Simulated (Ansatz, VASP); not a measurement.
# SiC in two plane-wave programs

Aim: how closely do two programs agree when they are given the same cell, functional and k mesh? The cell is taken from a series of runs on this material, whose earlier steps may have relaxed, scaled, displaced or heated it; both programs get it as it stands.

Calculated with Ansatz 0.2.0; plane waves, with VASP 6.6.1 beside it; zone-centre phonons at LDA.

**1. The starting structure**

The structure is hexagonal, space group P6_3mc (No. 186). Conventional cell: a = 3.181 Å, b = 3.181 Å, c = 9.934 Å, α = 90.00°, β = 90.00°, γ = 120.00°. C has 4 Si at 1.89 to 1.93 Å nearest. Nearest to C lie 4 Si at 1.88 to 1.93 Å. Nearest to Si lie 4 C at 1.89 to 1.93 Å. Nearest to Si lie 4 C at 1.88 to 1.93 Å. Farther neighbours are not listed.

**2. VASP: zone-centre phonons, LDA**

Second derivatives magnify differences that forces hide, and they need a tight electronic threshold.

Lines of VASP's logs that name or quote its potential files are left out, and so is its time.

File INCAR:

```
SYSTEM = SiC
PREC = Accurate
ENCUT = 600
EDIFF = 1E-08
NELM = 120
ISMEAR = 0
SIGMA = 0.01
LREAL = .FALSE.
ALGO = Normal
GGA = CA
NBANDS = 24
LORBIT = 11
LWAVE = .FALSE.
LCHARG = .FALSE.
ISIF = 2
IBRION = 8
LEPSILON = .TRUE.
LASPH = .TRUE.
GGA_COMPAT = .FALSE.
EFERMI = MIDGAP
KPAR = 2
```

File POSCAR:

```
SiC
1.0
    3.1808428965      0.0000000000      0.0000000000
   -1.5904214482      2.7546907538      0.0000000000
    0.0000000000      0.0000000000      9.9339608513
C Si
4 4
Direct
    0.6666666667      0.3333333333      0.7486236540
    0.3333333333      0.6666666667      0.2486236540
    0.0000000000      0.0000000000      0.4994972390
    0.0000000000      0.0000000000      0.9994972390
    0.6666666667      0.3333333333      0.9388444721
    0.3333333333      0.6666666667      0.4388444721
    0.0000000000      0.0000000000      0.6890336351
    0.0000000000      0.0000000000      0.1890336351
```

File KPOINTS:

```
Automatic mesh
0
Gamma
9 9 4
0 0 0
```

Potentials, in the order of the species: C and Si (LDA family, release 64).

Run with:

```
mpirun -np 2 vasp_std
```

Numbers of over 12 decimals in the logs are rounded to 6 here.

Output:

```text
[banner, memory and clock lines left out]
running    2 mpi-ranks, on    1 nodes
 distrk:  each k-point on    1 cores,    2 groups
 distr:  one band on    1 cores,    1 groups

 POSCAR found type information on POSCAR C Si
 POSCAR found :  2 types and       8 ions
 LDA part: xc-table for (Slater(with rela. corr.)+CA(PZ))
 , standard interpolation
 POSCAR, INCAR and KPOINTS ok, starting setup
 FFT: planning ... GRIDC
 FFT: planning ... GRID_SOFT
 FFT: planning ... GRID
 WAVECAR not read
 entering main loop
       N       E                     dE             d eps       ncg     rms          rms(c)
DAV:   1     0.793203110532E+02    0.79320E+02   -0.15942E+04  1728   0.135E+03
DAV:   2    -0.658031067695E+02   -0.14512E+03   -0.13543E+03  2392   0.205E+02
DAV:   3    -0.736060884951E+02   -0.78030E+01   -0.77406E+01  2304   0.461E+01
DAV:   4    -0.737307335329E+02   -0.12465E+00   -0.12449E+00  2264   0.684E+00
DAV:   5    -0.737335053300E+02   -0.27718E-02   -0.27713E-02  2264   0.965E-01    0.171E+01
DAV:   6    -0.664121480239E+02    0.73214E+01   -0.22899E+01  2232   0.211E+01    0.776E+00
DAV:   7    -0.662268885084E+02    0.18526E+00   -0.19538E+00  2376   0.655E+00    0.319E+00
DAV:   8    -0.661553259708E+02    0.71563E-01   -0.11641E-01  2112   0.171E+00    0.111E+00
DAV:   9    -0.661434388233E+02    0.11887E-01   -0.18542E-02  2272   0.742E-01    0.162E-01
DAV:  10    -0.661435517525E+02   -0.11293E-03   -0.10961E-03  2144   0.184E-01    0.896E-02
DAV:  11    -0.661435624484E+02   -0.10696E-04   -0.65497E-05  2288   0.516E-02    0.195E-02
DAV:  12    -0.661435576691E+02    0.47793E-05   -0.11028E-05  2152   0.177E-02    0.106E-02
DAV:  13    -0.661435572104E+02    0.45860E-06   -0.26526E-06  2312   0.774E-03    0.359E-03
DAV:  14    -0.661435572032E+02    0.72559E-08   -0.21655E-07  2200   0.278E-03    0.100E-03
DAV:  15    -0.661435572045E+02   -0.13529E-08   -0.97025E-09  1616   0.631E-04
   1 F= -.66143557E+02 E0= -.66143557E+02  d E =0.000000E+00
 Linear response reoptimize wavefunctions to high precision
DAV:   1    -0.661435572049E+02   -0.39836E-09   -0.17240E-09  1576   0.253E-04
DAV:   2    -0.661435572050E+02   -0.27285E-10   -0.32043E-10  1520   0.113E-04
 Linear response G [H, r] |phi>, progress :
  Direction:   1
       N       E                     dE             d eps       ncg     rms
RMM:   1    -0.151788074234E+03   -0.15179E+03    0.42806E-01  4520   0.753E+01
RMM:   2    -0.102670312390E+03    0.49118E+02   -0.16224E+01  2985   0.228E+01
RMM:   3    -0.102864777190E+03   -0.19446E+00   -0.35699E-01  3115   0.330E+00
RMM:   4    -0.102871637907E+03   -0.68607E-02   -0.15866E-02  3302   0.611E-01
RMM:   5    -0.102871694664E+03   -0.56756E-04   -0.10379E-03  3290   0.136E-01
RMM:   6    -0.102871703374E+03   -0.87099E-05   -0.72704E-05  3365   0.375E-02
RMM:   7    -0.102871696077E+03    0.72968E-05    0.75318E-05  3331   0.146E-02
RMM:   8    -0.102871695575E+03    0.50222E-06    0.11296E-04  3391   0.911E-03
RMM:   9    -0.102871697015E+03   -0.14400E-05    0.96766E-05  3503   0.774E-03
RMM:  10    -0.102871704055E+03   -0.70404E-05    0.37949E-04  3096   0.734E-03
RMM:  11    -0.102871700905E+03    0.31505E-05    0.82704E-05  2894   0.715E-03
RMM:  12    -0.102871701243E+03   -0.33871E-06   -0.45461E-05  2860   0.711E-03
 Linear response G [H, r] |phi>, progress :
  Direction:   2
       N       E                     dE             d eps       ncg     rms
RMM:   1    -0.174743551561E+03   -0.17474E+03   -0.32238E+02  4392   0.725E+01
RMM:   2    -0.129828867969E+03    0.44915E+02   -0.13675E+01  2965   0.213E+01
RMM:   3    -0.129991241714E+03   -0.16237E+00   -0.29730E-01  3075   0.291E+00
RMM:   4    -0.129993903434E+03   -0.26617E-02   -0.13457E-02  3250   0.505E-01
RMM:   5    -0.129993746057E+03    0.15738E-03   -0.19524E-03  3244   0.104E-01
RMM:   6    -0.129993712559E+03    0.33498E-04   -0.11268E-03  3334   0.278E-02
RMM:   7    -0.129993700334E+03    0.12225E-04   -0.10019E-03  3292   0.119E-02
RMM:   8    -0.129993700534E+03   -0.19935E-06   -0.14037E-04  3357   0.854E-03
RMM:   9    -0.129993701988E+03   -0.14541E-05   -0.43874E-04  3446   0.785E-03
RMM:  10    -0.129993696079E+03    0.59092E-05   -0.93412E-04  2967   0.762E-03
RMM:  11    -0.129993689083E+03    0.69952E-05   -0.70072E-04  2772   0.753E-03
RMM:  12    -0.129993688049E+03    0.10345E-05   -0.84527E-04  2771   0.751E-03
 Linear response G [H, r] |phi>, progress :
  Direction:   3
       N       E                     dE             d eps       ncg     rms
RMM:   1    -0.192557680266E+03   -0.19256E+03   -0.30449E+02  4553   0.758E+01
RMM:   2    -0.116375613967E+03    0.76182E+02   -0.20142E+01  2978   0.234E+01
RMM:   3    -0.116455113895E+03   -0.79500E-01   -0.58632E-01  3090   0.328E+00
RMM:   4    -0.116443741239E+03    0.11373E-01   -0.40185E-02  3241   0.562E-01
RMM:   5    -0.116441694825E+03    0.20464E-02   -0.64598E-03  3227   0.119E-01
[...]
Degree of freedom:   3/  8
       N       E                     dE             d eps       ncg     rms          rms(c)
RMM:   1    -0.125761011761E+00   -0.12576E+00    0.58230E-02 16578   0.171E+00
RMM:   2    -0.121242368951E+00    0.45186E-02   -0.53054E-03 12749   0.375E-01    0.189E-01
RMM:   3    -0.121348011538E+00   -0.10564E-03   -0.11369E-03 12781   0.155E-01    0.960E-02
[...]
RMM:   2    -0.151319725069E-01    0.34937E-02   -0.12849E-03 13031   0.222E-01    0.119E-01
RMM:   3    -0.150451529341E-01    0.86820E-04    0.12306E-04 13765   0.490E-02    0.697E-02
RMM:   4    -0.150676759223E-01   -0.22523E-04    0.14946E-04 13321   0.429E-02    0.699E-03
RMM:   5    -0.150668599241E-01    0.81600E-06   -0.24020E-05 13993   0.961E-03    0.214E-03
RMM:   6    -0.150640887221E-01    0.27712E-05   -0.46635E-07 14401   0.151E-03    0.792E-04
RMM:   7    -0.150633288389E-01    0.75988E-06    0.21095E-06 14541   0.397E-04    0.112E-04
RMM:   8    -0.150632162386E-01    0.11260E-06    0.31338E-07 14641   0.137E-04    0.188E-05
RMM:   9    -0.150632421291E-01   -0.25890E-07    0.19949E-07 14802   0.728E-05    0.368E-06
RMM:  10    -0.150632419183E-01    0.21080E-09    0.21573E-07 15241   0.546E-05    0.185E-06
RMM:  11    -0.150632416755E-01    0.24273E-09    0.16410E-07 14620   0.503E-05    0.495E-07
RMM:  12    -0.150632422060E-01   -0.53043E-09    0.13960E-07 12975   0.484E-05    0.142E-07
RMM:  13    -0.150632414555E-01    0.75047E-09    0.11546E-07 11524   0.480E-05    0.498E-08
 first order change of Fermi-energy  -0.17202E-05
 force on displaced ion       5 direction 1 : -16.474  -0.000   0.000
 Born effective charge ion    5 direction 1 :   2.649  -0.000  -0.000
 Linear response progress:
  Degree of freedom:   6/  8
       N       E                     dE             d eps       ncg     rms          rms(c)
RMM:   1    -0.425696269279E-01   -0.42570E-01    0.41540E-02  5720   0.118E+00
RMM:   2    -0.340910932012E-01    0.84785E-02   -0.42943E-03  3421   0.371E-01    0.151E-01
RMM:   3    -0.334296660325E-01    0.66143E-03   -0.60140E-04  3731   0.110E-01    0.862E-02
RMM:   4    -0.331392058733E-01    0.29046E-03    0.31347E-05  3845   0.793E-02    0.261E-02
RMM:   5    -0.331638411789E-01   -0.24635E-04    0.10592E-04  3810   0.265E-02    0.646E-03
RMM:   6    -0.331890026622E-01   -0.25161E-04    0.91992E-06  3698   0.974E-03    0.284E-03
RMM:   7    -0.331921521870E-01   -0.31495E-05   -0.95479E-06  3763   0.349E-03    0.927E-04
RMM:   8    -0.331940281874E-01   -0.18760E-05   -0.66055E-06  3855   0.112E-03    0.341E-04
RMM:   9    -0.331933638057E-01    0.66438E-06    0.92912E-08  3891   0.357E-04    0.134E-04
RMM:  10    -0.331934108694E-01   -0.47064E-07    0.75720E-07  3977   0.222E-04    0.258E-05
RMM:  11    -0.331934372340E-01   -0.26365E-07   -0.32488E-07  3915   0.115E-04    0.711E-06
RMM:  12    -0.331934749985E-01   -0.37764E-07   -0.62035E-07  3992   0.778E-05    0.424E-06
RMM:  13    -0.331934385822E-01    0.36416E-07   -0.49564E-07  4062   0.696E-05    0.961E-07
RMM:  14    -0.331933890200E-01    0.49562E-07   -0.16208E-07  4039   0.677E-05    0.263E-07
RMM:  15    -0.331933807375E-01    0.82826E-08    0.11158E-07  3235   0.668E-05    0.163E-07
RMM:  16    -0.331933828323E-01   -0.20949E-08    0.82378E-08  3108   0.667E-05    0.452E-08
 first order change of Fermi-energy   0.57306E+00
 force on displaced ion       5 direction 3 :  -0.000   0.000 -29.010
 Born effective charge ion    5 direction 3 :   0.000   0.000   2.557
 Linear response progress:
  Degree of freedom:   7/  8
       N       E                     dE             d eps       ncg     rms          rms(c)
RMM:   1    -0.187896222887E-01   -0.18790E-01   -0.15888E-03 19602   0.814E-01
RMM:   2    -0.152909993327E-01    0.34986E-02   -0.20473E-03 12986   0.225E-01    0.119E-01
RMM:   3    -0.151803317023E-01    0.11067E-03   -0.32972E-04 13719   0.499E-02    0.696E-02
RMM:   4    -0.152040809358E-01   -0.23749E-04   -0.31765E-04 13266   0.433E-02    0.700E-03
RMM:   5    -0.151540143604E-01    0.50067E-04    0.11445E-05 14009   0.973E-03    0.218E-03
RMM:   6    -0.151545148541E-01   -0.50049E-06    0.67530E-07 14419   0.155E-03    0.776E-04
RMM:   7    -0.151543145656E-01    0.20029E-06   -0.20973E-07 14512   0.411E-04    0.129E-04
RMM:   8    -0.151539388187E-01    0.37575E-06    0.48882E-07 14637   0.148E-04    0.192E-05
RMM:   9    -0.151540085532E-01   -0.69734E-07   -0.38426E-08 14785   0.771E-05    0.391E-06
RMM:  10    -0.151540055894E-01    0.29639E-08   -0.18741E-07 15182   0.584E-05    0.203E-06
RMM:  11    -0.151540121489E-01   -0.65595E-08   -0.11737E-07 14768   0.536E-05    0.463E-07
RMM:  12    -0.151540097961E-01    0.23528E-08   -0.11689E-07 13257   0.516E-05    0.142E-07
RMM:  13    -0.151540100653E-01   -0.26919E-09   -0.12355E-07 11626   0.512E-05    0.477E-08
 first order change of Fermi-energy  -0.30079E-06
 force on displaced ion       7 direction 1 : -16.684  -0.000   0.000
 Born effective charge ion    7 direction 1 :   2.659  -0.000  -0.000
 Linear response progress:
  Degree of freedom:   8/  8
       N       E                     dE             d eps       ncg     rms          rms(c)
RMM:   1    -0.445401736605E-01   -0.44540E-01    0.23727E-02  5764   0.118E+00
RMM:   2    -0.341610800546E-01    0.10379E-01   -0.56686E-03  3437   0.380E-01    0.153E-01
RMM:   3    -0.333801480011E-01    0.78093E-03   -0.99849E-04  3741   0.113E-01    0.871E-02
RMM:   4    -0.330540806628E-01    0.32607E-03   -0.15974E-04  3854   0.805E-02    0.269E-02
RMM:   5    -0.330594683984E-01   -0.53877E-05    0.12149E-04  3823   0.275E-02    0.689E-03
RMM:   6    -0.330849917363E-01   -0.25523E-04    0.35490E-05  3708   0.101E-02    0.297E-03
RMM:   7    -0.330894434955E-01   -0.44518E-05    0.58305E-06  3769   0.371E-03    0.986E-04
RMM:   8    -0.330940465679E-01   -0.46031E-05   -0.15708E-05  3847   0.115E-03    0.389E-04
RMM:   9    -0.330938949721E-01    0.15160E-06   -0.13368E-05  3875   0.401E-04    0.132E-04
RMM:  10    -0.330939434912E-01   -0.48519E-07   -0.14067E-05  4035   0.213E-04    0.306E-05
RMM:  11    -0.330938713164E-01    0.72175E-07   -0.12977E-05  3899   0.113E-04    0.701E-06
RMM:  12    -0.330935987025E-01    0.27261E-06   -0.10480E-05  3997   0.729E-05    0.361E-06
RMM:  13    -0.330936316159E-01   -0.32913E-07   -0.10717E-05  4019   0.640E-05    0.930E-07
RMM:  14    -0.330936105052E-01    0.21111E-07   -0.10396E-05  4071   0.624E-05    0.372E-07
RMM:  15    -0.330935872697E-01    0.23236E-07   -0.10027E-05  3268   0.613E-05    0.169E-07
RMM:  16    -0.330935770348E-01    0.10235E-07   -0.99849E-06  3123   0.612E-05    0.497E-08
 first order change of Fermi-energy   0.65918E+00
 force on displaced ion       7 direction 3 :  -0.000   0.000 -29.097
 Born effective charge ion    7 direction 3 :  -0.000   0.000   2.929
 Born effective charges drift removed
 Linear response finished
```

(Continued in part 2 of 3.)

[Lines on the potential files, build, host, timing and source positions are cut from VASP's logs without a mark.]

[Logs are printed without paths, hosts, clocks, repeated set-up lines and the standing remarks that a program may print on its own settings, such as how far it seeks lower states.]

[Hosts, paths, dates, database ids (printed as entryN), source tags and the programs' standing remarks are cut or masked in the printed files.]
